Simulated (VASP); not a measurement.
Output of a VASP run:

**OSZICAR**
```
       N       E                     dE             d eps       ncg     rms          rms(c)
DAV:   1     0.338463196504E+02    0.33846E+02   -0.78291E+03   936   0.100E+03
DAV:   2    -0.769817843256E+01   -0.41544E+02   -0.40653E+02  1101   0.207E+02
DAV:   3    -0.913111886647E+01   -0.14329E+01   -0.13450E+01  1239   0.249E+01
DAV:   4    -0.915889362461E+01   -0.27775E-01   -0.27667E-01  1218   0.366E+00
DAV:   5    -0.915966788641E+01   -0.77426E-03   -0.77408E-03  1380   0.433E-01    0.223E+01
DAV:   6    -0.916102900818E+01   -0.13611E-02   -0.20827E-02  1051   0.116E+00    0.134E+01
DAV:   7    -0.916944158668E+01   -0.84126E-02   -0.38108E-02  1006   0.157E+00    0.216E-01
DAV:   8    -0.916911084398E+01    0.33074E-03   -0.21530E-03  1101   0.347E-01    0.565E-02
DAV:   9    -0.916911988856E+01   -0.90446E-05   -0.20245E-04  1201   0.104E-01    0.341E-02
DAV:  10    -0.916911475058E+01    0.51380E-05   -0.33165E-05  1130   0.407E-02    0.455E-02
DAV:  11    -0.916911615116E+01   -0.14006E-05   -0.58223E-06  1096   0.170E-02    0.178E-03
DAV:  12    -0.916911635019E+01   -0.19903E-06   -0.32159E-07   613   0.449E-03
   1 F= -.91691164E+01 E0= -.91707222E+01  d E =0.481764E-02
```

**OUTCAR**
```
------------------------ aborting loop because EDIFF is reached ----------------------------------------
  FORCE on cell =-STRESS in cart. coord.  units (eV):
  Direction    XX          YY          ZZ          XY          YZ          ZX
  --------------------------------------------------------------------------------------
  Total        0.0222170      0.0222170     -0.2760587      0.0000000      0.0000000      0.0000000
  in kB        0.5396648      0.5396647     -6.7056417      0.0000000      0.0000000      0.0000000
  external PRESSURE =      -1.8754374 kB  Pullay stress =       0.0000000 kB
  volume of cell :       65.96
      direct lattice vectors                 reciprocal lattice vectors
     1.815000000 -3.143672000  0.000000000     0.275482094 -0.159049672  0.000000000
     1.815000000  3.143672000  0.000000000     0.275482094  0.159049672  0.000000000
     0.000000000  0.000000000  5.780000000     0.000000000  0.000000000  0.173010381
 POSITION                                       TOTAL-FORCE (eV/Angst)
 -----------------------------------------------------------------------------------
      1.81500      1.04789      1.44500         0.000000      0.000000      0.000000
      1.81500     -1.04789      4.33500        -0.000000     -0.000000      0.000000
 -----------------------------------------------------------------------------------
    total drift:                                0.000000      0.000115     -0.000011
  FREE ENERGIE OF THE ION-ELECTRON SYSTEM (eV)
  ---------------------------------------------------
  free  energy   TOTEN  =        -9.1691163502 eV

  energy  without entropy=       -9.1739339857  energy(sigma->0) =       -9.17072223
```
(Selected blocks of OUTCAR.)

POSCAR:
```
Gd
1
    1.8150000000    -3.1436720000     0.0000000000
    1.8150000000     3.1436720000     0.0000000000
    0.0000000000     0.0000000000     5.7800000000
Gd
2
Direct
  0.3333330000   0.6666670000   0.2500000000
  0.6666670000   0.3333330000   0.7500000000
```

**Question.** Write an INCAR and KPOINTS that could have produced this output.

**Answer.** One answer among several that fit: the input of the run itself, PBE GGA, plane waves, VASP's PBE PAW potentials (set 64).

**INCAR**
```
ALGO=Normal
EDIFF=1E-6
ENCUT=400
GGA=PE
ISIF=2
ISMEAR=1
LASPH=.TRUE.
LCHARG=.FALSE.
LMAXMIX=6
LREAL=.FALSE.
LWAVE=.FALSE.
NELM=100
PREC=Accurate
SIGMA=0.1
SYSTEM=Gd
```

File KPOINTS:
```
K-points
0
Monkhorst-Pack
  9 9 5
0 0 0
```

POTCAR, in this order: Gd_3 (PBE.64 set). Program: vasp_std.

The 4f electrons are frozen in the core of the lanthanide potential, so 4f levels, which can set the real gap, and their magnetism are missing.

The compound is Gd in the hcp structure. The cell was not relaxed at this level. The run is one of a series of settings (KPOINTS 9×9×5 Monkhorst-Pack mesh against the base run), some of them coarse on purpose.
